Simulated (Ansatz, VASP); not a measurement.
**Two plane-wave programs on GaGe3**

INCAR

```
ALGO = Normal ; EDIFF = 1E-6
ENCUT = 520 ; GGA = PE
ISIF = 2 ; ISMEAR = -1
LASPH = T ; LCHARG = F
LREAL = F ; LWAVE = F
NBANDS = 36 ; NELM = 60
PREC = Accurate ; SIGMA = 0.05
```

KPOINTS

```
k-points
0
Gamma
  6 6 6
```

File POSCAR:

```
GaGe3
1.0
    4.3623787939      0.0000000000      0.0000000000
    0.0000000000      4.3623787939      0.0000000000
    0.0000000000      0.0000000000      4.3623787939
Ge Ga
3 1
Direct
    0.5000000000      0.5000000000      0.0000000000
    0.5000000000      0.0000000000      0.5000000000
    0.0000000000      0.5000000000      0.5000000000
    0.0000000000      0.0000000000      0.0000000000
```

Contents of input.yaml:

```yaml
crystal:
  lattice:
    - [4.3623787939, 0.0, 0.0]
    - [0.0, 4.3623787939, 0.0]
    - [0.0, 0.0, 4.3623787939]
  atoms:
    - { symbol: Ge, position: [0.5, 0.5, 0.0] }
    - { symbol: Ge, position: [0.5, 0.0, 0.5] }
    - { symbol: Ge, position: [0.0, 0.5, 0.5] }
    - { symbol: Ga, position: [0.0, 0.0, 0.0] }
hamiltonian:
  xc: pbe
  pseudopotentials: { kind: paw }
kpoints:
  mp_grid: { grid: [6, 6, 6] }
scf:
  occupations: { method: fermi_dirac, width: 0.05 }
output:
  forces: true
  stress: true
  eigenvalues: true
```

The cell comes from a database or a generator and needn't be the stable form of this composition.

Alike in both runs: task single point; functional PBE; k mesh 6 × 6 × 6; occupations fermi-dirac, width 0.05 eV; no spin polarisation.

```csv
,VASP,Ansatz
version,VASP 6.6.1,Ansatz 0.2.0
potentials or method,"VASP PAW PBE potentials, release 64 (Ge_d, Ga_d)",Ansatz PAW
plane-wave cutoff (eV),520,420
valence electrons in the cell,55,55
```

|  | VASP | Ansatz | Ansatz less VASP |
| --- | --- | --- | --- |
| gap on the k mesh at the Fermi level (eV) | none | none | - |
| pressure (GPa) | -2.9 | -2.9 | +0.01 |

A gap of «none» marks a metal or a gap that the smearing closes.
